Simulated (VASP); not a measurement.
All values below come from PBEsol GGA, VASP's PBE PAW potentials (set 64) (plane waves; VASP).

A VASP calculation is set up with these files.

INCAR:
```
! general
SYSTEM  = V
PREC    = Accurate
ENCUT   = 500
LREAL   = F   ! projection in real space or not
LASPH   = T   ! aspherical one-centre terms

! electronic loop
EDIFF   = 1E-6
NELM    = 100   ! most electronic steps
ALGO    = Normal   ! blocked Davidson
LMAXMIX = 4

! smearing
ISMEAR  = 1
SIGMA   = 0.1

! functional
GGA     = PS   ! PBEsol

! ions
IBRION  = 2
NSW     = 40   ! most ionic steps
ISIF    = 3   ! ions, shape and volume
EDIFFG  = -0.02   ! ionic stop
PSTRESS = 200

! output
LWAVE   = F
LCHARG  = F
```

POSCAR:
```
V
1.0
 -1.4374266547   1.4374266547   1.4374266547
  1.4374266547  -1.4374266547   1.4374266547
  1.4374266547   1.4374266547  -1.4374266547
V
1
direct
  1.0000000000   1.0000000000   1.0000000000
```

KPOINTS:
```
kpoints
0
G
18 18 18
0 0 0
```

POTCAR, in this order: V_sv (PBE.64 set). Program: vasp_std.

Output of the run:

File OSZICAR:
```
       N       E                     dE             d eps       ncg     rms          rms(c)
DAV:   1     0.814909802183E+02    0.81491E+02   -0.72024E+03  3908   0.141E+03
DAV:   2    -0.958314141832E+01   -0.91074E+02   -0.89143E+02  4016   0.364E+02
DAV:   3    -0.108880025129E+02   -0.13049E+01   -0.12952E+01  4050   0.520E+01
DAV:   4    -0.108951448573E+02   -0.71423E-02   -0.71418E-02  3938   0.410E+00
DAV:   5    -0.108952324222E+02   -0.87565E-04   -0.87565E-04  4048   0.437E-01    0.232E+01
DAV:   6    -0.960995924421E+01    0.12853E+01   -0.45876E+00  3922   0.335E+01    0.381E+00
DAV:   7    -0.958020870180E+01    0.29751E-01   -0.47703E-02  3946   0.272E+00    0.143E+00
DAV:   8    -0.957143052134E+01    0.87782E-02   -0.78489E-03  3914   0.162E+00    0.780E-02
DAV:   9    -0.957139118300E+01    0.39338E-04   -0.20099E-04  3932   0.252E-01    0.306E-02
DAV:  10    -0.957139886630E+01   -0.76833E-05   -0.54228E-06  3904   0.308E-02    0.251E-03
DAV:  11    -0.957139880988E+01    0.56422E-07   -0.45736E-07  1962   0.105E-02
   1 F= -.80884147E+01 E0= -.80883873E+01  d E =-.808841E+01
```

OUTCAR:
```
------------------------ aborting loop because EDIFF is reached ----------------------------------------
  FORCE on cell =-STRESS in cart. coord.  units (eV):
  Direction    XX          YY          ZZ          XY          YZ          ZX
  --------------------------------------------------------------------------------------
  Total        1.4871423      1.4871423      1.4871423      0.0000000     -0.0000000     -0.0000000
  in kB      200.5607865    200.5607865    200.5607865      0.0000000     -0.0000000     -0.0000000
  external PRESSURE =       0.5607865 kB  Pullay stress =     200.0000000 kB
  volume of cell :       11.88
      direct lattice vectors                 reciprocal lattice vectors
    -1.437426655  1.437426655  1.437426655     0.000000000  0.347843835  0.347843835
     1.437426655 -1.437426655  1.437426655     0.347843835  0.000000000  0.347843835
     1.437426655  1.437426655 -1.437426655     0.347843835  0.347843835  0.000000000
 POSITION                                       TOTAL-FORCE (eV/Angst)
 -----------------------------------------------------------------------------------
      0.00000      0.00000      0.00000        -0.000000      0.000000      0.000000
 -----------------------------------------------------------------------------------
    total drift:                                0.000000     -0.000000      0.000000
  FREE ENERGIE OF THE ION-ELECTRON SYSTEM (eV)
  ---------------------------------------------------
  free  energy   TOTEN  =        -9.5713988099 eV

  energy  without entropy=       -9.5713164957  energy(sigma->0) =       -9.57137137
  enthalpy is  TOTEN    =        -8.0884147389 eV   P V=        1.4829840709

 reached required accuracy - stopping structural energy minimisation
```
(Selected blocks of OUTCAR.)

The compound is V in the bcc structure. It was relaxed first under an external pressure of 20 GPa. The run is not spin-polarised, so no magnetic state was tried.
